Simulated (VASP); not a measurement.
# GeHBr: screened Coulomb integrals of an active space by constrained RPA

GeHBr, molecule in box, 3 atoms in the cell.

| Functional | Screened U within a state, mean (eV) | Screened U' between states, mean (eV) | Screened J (eV) | Bare U within a state, mean (eV) | Bare U' between states, mean (eV) | Time (s) |
|---|---|---|---|---|---|---|
| LDA | 6.69 | 5.91 | 0.28 | 9.29 | 8.03 | 100 |
| PBE | 6.69 | 5.91 | 0.28 | 9.28 | 8.01 | 92 |
| r2SCAN | 6.93 | 6.13 | 0.30 | 9.34 | 8.06 | 439 |
| PBE0 | 7.22 | 6.42 | 0.32 | 9.24 | 8.04 | 144 |
| HSE06 | 6.98 | 6.19 | 0.32 | 9.25 | 8.04 | 197 |

Limits: the periodic box is only 6.16 Å wide at its narrowest and no larger one was tried.

## Input of the first row

INCAR.step1:
```
ENCUT = 420
PREC = Accurate
ISMEAR = -1
SIGMA = 0.02
LASPH = T
EDIFF = 1E-7
GGA = CA
ALGO = Normal
NELM = 150
LWAVE = T
LCHARG = F
```

INCAR.step2, as INCAR.step1 but for:
```
- ALGO = Normal
- NELM = 150
+ ALGO = Exact
+ NELM = 1
+ NBANDS = 131
+ LOPTICS = T
```

INCAR.step3:
```
ENCUT = 420
PREC = Accurate
ISMEAR = -1
SIGMA = 0.02
LASPH = T
GGA = CA
ALGO = CRPA
NBANDS = 132
ENCUTGW = 90
PRECFOCK = Fast
LOCALIZED_BASIS = BLOCH
LWAVE = F
LCHARG = F
NCRPA_BANDS = 11 12
NTARGET_STATES = 11 12
```

KPOINTS:
```
k-points
0
Gamma
  1 1 1
```

POSCAR:
```
GeHBr
1.0
    6.7200000000      0.0000000000      0.0000000000
    0.0000000000      7.2800000000      0.0000000000
    0.0000000000      0.0000000000      6.1600000000
Ge Br H
1 1 1
Direct
    0.5810416700      0.3436057600      0.5239691600
    0.6277976200      0.6563942400      0.5940827900
    0.3722023800      0.3762568700      0.4059172100
```

Commands (each step's output is kept before the next begins):
```
cat potpaw_LDA.64/Ge_d_GW/POTCAR potpaw_LDA.64/Br_GW/POTCAR potpaw_LDA.64/H_GW/POTCAR > POTCAR
cp INCAR.step1 INCAR
mpirun -np 4 vasp_std > vasp.out
cp INCAR.step2 INCAR
mpirun -np 4 vasp_std > vasp.out
cp INCAR.step3 INCAR
mpirun -np 4 vasp_std > vasp.out
```

Changes of the last row against the first:
```
(all steps)
- GGA = CA
+ GGA = PE
+ LHFCALC = True
+ HFSCREEN = 0.2
- cat potpaw_LDA.64/Ge_d_GW/POTCAR potpaw_LDA.64/Br_GW/POTCAR potpaw_LDA.64/H_GW/POTCAR > POTCAR
+ cat potpaw_PBE.64/Ge_d_GW/POTCAR potpaw_PBE.64/Br_GW/POTCAR potpaw_PBE.64/H_GW/POTCAR > POTCAR
```

VASP 6.6.1 took 100 s on 4 cores (Intel Xeon Platinum 8488C (Sapphire Rapids)), a shared host.
